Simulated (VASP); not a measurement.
The system is Pt.

```
CELL_PARAMETERS angstrom
0.00000 1.95794 1.95794
1.95794 0.00000 1.95794
1.95794 1.95794 0.00000
ATOMIC_POSITIONS crystal
Pt 0.00000 0.00000 0.00000
```

Base run:

- Program: VASP 6.6.1
- Functional: r2SCAN
- Potentials or basis: VASP PAW PBE potentials, release 64 (Pt)
- Cutoff: 520 eV
- k mesh: 16 × 16 × 16
- Occupations: methfessel-paxton, width 0.1 eV
- Spin: no spin polarisation

Its results: pressure 5.9 GPa.

Problem. The run is repeated on the same cell with these changes: functional from r2SCAN to PBE. What comes out?

Solution. Pressure 10.7 GPa.

Caveats: the PAW data sets were made with another functional, which shifts forces and pressure a little (some runs).
